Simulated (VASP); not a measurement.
An input for Ansatz (written as the equivalent of a VASP run, and not itself run):

Ansatz 0.2 input:
```yaml
crystal:
  lattice:
    - [0.0000000, 3.3596323, 3.3596323]
    - [3.3596323, 0.0000000, 3.3596323]
    - [3.3596323, 3.3596323, 0.0000000]
  atoms:
    - { symbol: In, position: [0.0000000, 0.0000000, 0.0000000] }
    - { symbol: Bi, position: [0.2500000, 0.2500000, 0.2500000] }
kpoints:
  mp_grid: { grid: [9, 9, 9] }
hamiltonian:
  xc: pbesol
  pseudopotentials: { kind: paw }
scf:
  occupations: { method: methfessel_paxton, width: 0.1 }
  max_iter: 100
relax:
  max_steps: 40
  f_tol: 0.02
  cell: { p_target: 5 }
output: { forces: true, stress: true, eigenvalues: true }
```

Question: Translate this input to VASP (INCAR, KPOINTS, POSCAR, choice of POTCAR).

Answer: This is not unique; one that fits is 
INCAR:
```
SYSTEM = InBi
PREC = Accurate; ENCUT = 500; LREAL = F
LASPH = T
EDIFF = 1E-6; NELM = 100; ALGO = Normal
LMAXMIX = 4
ISMEAR = 1; SIGMA = 0.1
GGA = PS
IBRION = 2; NSW = 40; ISIF = 3
EDIFFG = -0.02; PSTRESS = 50
LWAVE = F; LCHARG = F
```

File POSCAR:
```
InBi
1
    0.0000000000     3.3596323240     3.3596323240
    3.3596323240     0.0000000000     3.3596323240
    3.3596323240     3.3596323240     0.0000000000
In Bi
1 1
Direct
  0.0000000000   0.0000000000   0.0000000000
  0.2500000000   0.2500000000   0.2500000000
```

### KPOINTS
```
Automatic mesh
0
Gamma
9 9 9
0 0 0
```

POTCAR, in this order: In_d Bi_d (PBE.64 set). Program: vasp_std.

The two are equivalent in intent, not identical: each code has its own PAW files, so the cut-off isn't converted (ENCUT is set for VASP's; basis.ecutwfc is left out, and Ansatz then takes the one that its files recommend); Ansatz stops its SCF on the density residual and VASP on the energy change (EDIFF).

The structure was generated: InBi was put into the zinc blende type (F-43m), which need not be its known phase. This run relaxes it under an external pressure of 5 GPa. Symmetry was kept, so distortions that lower it aren't found.
